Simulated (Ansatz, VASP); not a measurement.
# Cross-check of WSe2 between VASP and Ansatz, part 2 of 2

Wanted: the spread between two codes on one cell, functional and k mesh. The cell is taken from a series of runs on this material, whose earlier steps may have relaxed, scaled, displaced or heated it; both programs get it as it stands.

VASP 6.6.1 and Ansatz 0.2.0.

So far: The structure; VASP: zone-centre phonons, PBE with D3(BJ).

## (3) Ansatz: zone-centre phonons, PBE with D3(BJ)

Level of this step: Ansatz beside VASP: Kohn-Sham DFT, plane waves, PBE with D3(BJ) (Ansatz).

Ansatz runs on its PAW soft_1 files.

The same cell, functional and mesh now go to Ansatz, which takes its cutoff from its data sets.

input.yaml

```yaml
crystal:
  lattice:
    - [3.2789957093, 0.0, 0.0]
    - [-1.6394978547, 2.8396935832, 0.0]
    - [0.0, 0.0, 12.7873680974]
  atoms:
    - { symbol: W, position: [0.3333333333, 0.6666666667, 0.25] }
    - { symbol: W, position: [0.6666666667, 0.3333333333, 0.75] }
    - { symbol: Se, position: [0.3333333333, 0.6666666667, 0.6182869901] }
    - { symbol: Se, position: [0.6666666667, 0.3333333333, 0.1182869901] }
    - { symbol: Se, position: [0.3333333333, 0.6666666667, 0.8817130099] }
    - { symbol: Se, position: [0.6666666667, 0.3333333333, 0.3817130099] }
kpoints:
  mp_grid: { grid: [9, 9, 2] }
hamiltonian:
  xc: pbe
  dispersion: d3bj
  pseudopotentials: { kind: paw, azcp: { folder: soft_1 } }
scf:
  occupations: { method: fixed }
output:
  eigenvalues: true
phonons:
  method: dfpt
```

Started as:

```
> ansatz run input.yaml --threads 8 --pin off --max-ram 15360MiB --backend cpu --events-out ev --progress --plain --runs-dir out
```

Numbers of over 12 decimals in the logs are rounded to 6 here.

Log:

```text
Engine: ansatz 0.2.0, aarch64-unknown-linux-gnu
Pseudopotentials: kind: paw
Pseudopotential: W, paw, valence charge 14, recommended cutoff 420 eV (normal), soft_1/W.paw.azcp
Pseudopotential: Se, paw, valence charge 16, recommended cutoff 420 eV (normal), soft_1/Se.paw.azcp
Functional definition: PBE
  parameter kappa = 0.804
  parameter beta = 0.066725
  exchange = pbe_x(kappa = kappa, mu = beta*pi^2/3)
  correlation = pbe_c(beta = beta)
Crystal: 6 atoms, lattice volume = 119.068 Å³
Basis set: ecut = 420 eV, 2347 PW (Γ), exchange–correlation on 48×48×180 points (8 copies of the dense FFT grid, shifted against one another)
Bands: 56, of which v1, the nominal top of the filled ones, is band 46 counted from 1 (45 counted from 0)
Symmetry: 24 space group operations
k-points: 50 of 162 (irreducible under 2 space group operations, time reversal used)
Non-local potential: W, projectors of the file, l = 0: 3, l = 1: 2, l = 2: 2, l = 3: 1
Non-local potential: Se, projectors of the file, l = 0: 2, l = 1: 2, l = 2: 3, l = 3: 1
PAW form: soft (Blöchl's): semilocal exchange-correlation on the pseudo side does not see the compensation charge
PAW one-centre angular grid: W, 590 points (default); XC on 64 Gauss nodes
PAW one-centre angular grid: Se, 590 points (default); XC on 64 Gauss nodes
Initial density: superposition of atomic densities (chi_scale 0.1, normalization cell, long waves kept (reshape's long-wave potential 0.03 eV rms))
Initial wavefunctions: pseudopotential atomic-orbital guess
Functional: x = pbe(κ = 0.804, μ = 0.219515), c = pbe(β = 0.066725)
SCF iter   1: F=—  HF=-42655.272144 eV  |F-HF|=—  |Δ(HF+E_count)|=         —  Δρ=3.65e-2  dr2=5.61e0  ethr=3.10e-3  ⟨swp⟩=4.7  Hψ=8571  notcnv=0  defer=293
preconditioner: auto → Resta (q_TF=auto, 2.614 Å⁻¹)  ε∞=6.2  [insulator: Δε(μ)=0.905 eV  Ē_g=8.983 eV  n_scr=40 (ndim 8)  ℏωp=20.4 eV  f_vac=0.013  ε∞_Penn≈6.2]
SCF iter   2: F=—  HF=-42654.470297 eV  |F-HF|=—  |Δ(HF+E_count)|=   8.02e-1  Δρ=2.27e-2  dr2=8.23e-1  ethr=3.10e-3  ⟨swp⟩=2.0  Hψ=3759  notcnv=0  defer=211
SCF iter   3: F=—  HF=-42654.287099 eV  |F-HF|=—  |Δ(HF+E_count)|=   1.83e-1  Δρ=8.87e-3  dr2=2.58e-1  ethr=8.95e-4  ⟨swp⟩=2.0  Hψ=3540  notcnv=0  defer=353
SCF iter   4: F=—  HF=-42654.243036 eV  |F-HF|=—  |Δ(HF+E_count)|=   4.41e-2  Δρ=2.41e-3  dr2=8.95e-3  ethr=2.80e-4  ⟨swp⟩=2.0  Hψ=3510  notcnv=0  defer=366
SCF iter   5: F=—  HF=-42654.244078 eV  |F-HF|=—  |Δ(HF+E_count)|=   1.04e-3  Δρ=1.04e-3  dr2=2.02e-3  ethr=9.72e-6  ⟨swp⟩=2.0  Hψ=5104  notcnv=0  defer=398
SCF iter   6: F=—  HF=-42654.244901 eV  |F-HF|=—  |Δ(HF+E_count)|=   8.23e-4  Δρ=4.07e-4  dr2=2.02e-4  ethr=2.19e-6  ⟨swp⟩=2.0  Hψ=4979  notcnv=0  defer=398
SCF iter   7: F=—  HF=-42654.245169 eV  |F-HF|=—  |Δ(HF+E_count)|=   2.68e-4  Δρ=9.24e-5  dr2=9.04e-6  ethr=2.19e-7  ⟨swp⟩=2.0  Hψ=3640  notcnv=0  defer=317
SCF iter   8: F=—  HF=-42654.245173 eV  |F-HF|=—  |Δ(HF+E_count)|=   4.14e-6  Δρ=3.20e-5  dr2=1.13e-6  ethr=9.82e-9  ⟨swp⟩=2.0  Hψ=4826  notcnv=0  defer=118
SCF iter   9: F=—  HF=-42654.245180 eV  |F-HF|=—  |Δ(HF+E_count)|=   6.69e-6  Δρ=8.88e-6  dr2=6.23e-8  ethr=1.23e-9  ⟨swp⟩=2.1  Hψ=3682  notcnv=0  defer=118
SCF iter  10: F=—  HF=-42654.245180 eV  |F-HF|=—  |Δ(HF+E_count)|=   4.50e-8  Δρ=1.25e-6  dr2=1.73e-9  ethr=6.78e-11  ⟨swp⟩=2.0  Hψ=3845  notcnv=0  defer=118
SCF iter  11: F=—  HF=-42654.245180 eV  |F-HF|=—  |Δ(HF+E_count)|=   3.10e-9  Δρ=4.11e-7  dr2=1.74e-10  ethr=1.88e-12  ⟨swp⟩=2.0  Hψ=4804  notcnv=0  defer=118
SCF iter  12: F=-42654.245180 eV  HF=-42654.245180 eV  |F-HF|=1.46e-11  |Δ(HF+E_count)|=  9.46e-11  Δρ=7.69e-8  dr2=6.89e-12  ethr=1.00e-12  ⟨swp⟩=13.2  Hψ=15395  notcnv=0
SCF 1 converged in 12 iterations: F = -42654.245180 eV  dr2 = 6.89e-12
  greatest PAW one-centre occupation: 1.000 electrons in one spin orbital (limit 2), on the Se atom at site 5 (counted from 0), in its partial waves of l = 2
DFPT response loops at Γ: preconditioner auto → Resta (q_TF=auto, 2.614 Å⁻¹)  ε∞=7.8 (no band partly filled); β = 1.00, the filter's whole step (`scf.mixing.beta` (0.50) is not read by the response loops at its default; to damp them type it under 1.00, their step now; it binds the ground state too); Broyden in place of MSR1
SCF converged after 12 iterations
Free energy (F): -42654.245180 eV
Harris-Foulkes:  -42654.245180 eV  (|F-HF|=1.46e-11)
Internal energy: -42654.245180 eV  (E = F + TS)
E sigma→0 (E₀):  -42654.245180 eV
Fermi energy:    12.962429 eV
--- Per-component energies (eV) ---
  E_band       = -1685.086729
  E_kinetic    = 1290.429547
  E_local      = -11863.609060  (includes V_loc(G=0)·N_el)
  E_nonlocal   = -1467.602069
  E_hartree    = 6129.354148
  E_xc         = -878.200394
  E_vxc        = -827.678403  (∫ρ·V_xc dr)
  E_paw        = -25675.006848  (= ΣΔE_a)
  E_vpaw       = -1075.333756  (= ΣTr[D̂ρ^β])
  E_aug_tail   = -0.001264  (compensation charges beyond the density's cutoff)
  E_ewald      = -10186.755283
  E_disp       = -2.853957  (pairwise vdW)
  E_smearing   = -0.000000  (= −TS)
  E_closure    = -0.000000  (closes the sum)
  Σ components = -42654.245180   (vs F -42654.245180, Δ=0.00e0)
--- Band table (eV; the first three rows and the last of 50) ---
  k-point 0: bands = [... 42 lower, 11.5076, 11.7664, 12.0014, 12.9624, 15.5945, 15.5945, 15.6424, 15.6424, ... 6 higher]
  k-point 1: bands = [... 42 lower, 11.4720, 11.4720, 12.7578, 12.7578, 15.5938, 15.5938, 15.5938, 15.5938, ... 6 higher]
  k-point 2: bands = [... 42 lower, 11.3568, 11.8128, 12.1360, 12.6345, 15.0925, 15.2945, 15.3882, 15.4083, ... 6 higher]
  k-point 49: bands = [... 42 lower, 10.8437, 10.8437, 11.9889, 11.9889, 14.4428, 14.4428, 15.3961, 15.3961, ... 6 higher]
--- Phonons (Γ-DFPT): 4 representative perturbations + reference, on 50 of 162 k-points (Σ response iterations 14) ---
  k mesh reduced under 2 symmetry operations, with k and −k counted as one. Each operation leaves every solved perturbation unchanged. A smaller set is not used because it would not reduce the number of displacements times k-points to solve
  ASR residual: 5.548e-5 → 0.000e0 eV/Å²; symmetrization residual: 2.136e-5 eV/Å²
  pairwise dispersion correction: d3bj (s6 = 1.0, s8 = 0.7875, a1 = 0.4289, a2_bohr = 4.4407), with the weights of each atom's references fixed at the reference crystal's, and the forces and stress that the weights' published response gives there kept as a pressure on the atom's counted neighbours (hamiltonian.dispersion)
  ASR residual per site (eV/Å²): 5.25e-5 5.25e-5 5.55e-5 5.55e-5 5.55e-5 5.55e-5
  Γ frequencies (cm⁻¹): 0.00 0.00 0.00 26.40 26.40 44.79 170.85 170.85 173.02 173.02 242.84 242.84 242.96 242.96 244.56 250.67 302.30 305.70
  non-analytic LO–TO correction: not included (Born effective charges unavailable; polar crystals: no LO–TO splitting at Γ)
```

Reading the cycles: dr2 is the Hartree energy of the density residual (eV), the measure of convergence; HF is the Harris–Foulkes estimate of the energy, which meets the free energy F at convergence.

## (4) Side by side

Known differences besides the potentials themselves: fixed occupations in Ansatz, narrow Gaussian smearing in VASP; the data sets hold 92 valence electrons in Ansatz (on its PAW soft_1 files) and 36 in VASP; the cutoff is 420 eV in Ansatz and 600 eV in VASP; Ansatz takes the dispersion share of the force constants at frozen C6 weights, VASP differentiates the full forces; VASP uses finite displacements, Ansatz perturbation theory. Total energies have different zeros and are not compared.

Compared:

| quantity | Ansatz | VASP | difference |
| --- | --- | --- | --- |
| optical mode 1 to 2 (cm⁻¹) | 26.4 | 26.4 | 0.0 |
| optical mode 3 (cm⁻¹) | 44.8 | 44.8 | 0.0 |
| optical mode 4 to 5 (cm⁻¹) | 170.8 | 171.2 | -0.18 % |
| optical mode 6 to 7 (cm⁻¹) | 173.0 | 173.3 | -0.17 % |
| optical mode 8 to 11 (cm⁻¹) | 242.8 | 243.1 | -0.10 % |
| optical mode 12 (cm⁻¹) | 244.6 | 246.5 | -0.77 % |
| optical mode 13 (cm⁻¹) | 250.7 | 252.4 | -0.70 % |
| optical mode 14 (cm⁻¹) | 302.3 | 302.3 | +0.00 % |
| optical mode 15 (cm⁻¹) | 305.7 | 305.7 | -0.02 % |

Modes are paired by rising frequency, not by their patterns, so a pair may set unlike modes beside each other; they are those without the splitting of longitudinal modes.

## (5) Summary of results

| Quantity | Value |
| --- | --- |
| r.m.s. difference of the optical zone-centre modes, each program's sorted by frequency (zone-centre phonons, PBE with D3(BJ)) | 0.70 cm⁻¹ |
| difference in optical mode 12 (zone-centre phonons, PBE with D3(BJ)) | -0.8 % |

**Reading.** The r.m.s. difference of the optical zone-centre modes, each program's sorted by frequency is 0.70 cm⁻¹ (zone-centre phonons, PBE with D3(BJ)). The data sets hold unlike numbers of valence electrons (92 in Ansatz and 36 in VASP), so part of the differences comes from the potentials. Among the rows given in per cent, the largest difference of the zone-centre phonons, PBE with D3(BJ) pair is in optical mode 12, -0.8 %. Such differences can come from data sets, numerical settings and the points named under the comparisons, not from the functional's error against experiment.

[Lines on the potential files, build, host, timing and source positions are cut from VASP's logs without a mark.]

[Logs are printed without paths, hosts, clocks, repeated set-up lines and the standing remarks that a program may print on its own settings, such as how far it seeks lower states.]

[Hosts, paths, dates, database ids (printed as entryN), source tags and the programs' standing remarks are cut or masked in the printed files.]
